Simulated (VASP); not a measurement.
Here is the system:

```xyz
2
Lattice="0.0000 2.2487 2.2487 2.2487 0.0000 2.2487 2.2487 2.2487 0.0000" Properties=species:S:1:pos:R:3 pbc="T T T"
Ga     0.0000     0.0000     0.0000
N      1.1244     1.1244     1.1244
```

Method: SCAN meta-GGA, VASP's PBE PAW potentials (set 64) (plane waves; VASP). Numerical set-up: 520 eV cut-off, 10×10×10 Γ-centred mesh, Gaussian smearing of 0.050 eV, potentials Ga_d N.

The job: GaN (zinc blende), 2 atoms, SCAN, static run, 520 eV, 10×10×10 Γ-centred mesh. Roughly how much core time does it take on a busy server core?

About 2 core-minutes (one run on a shared machine, a rough figure). It had 47 irreducible k-points, 13 bands, up to 622 plane waves and 24 electronic steps.

The compound is GaN in the zinc blende structure, a metastable form; wurtzite is the usual one. It was relaxed first.
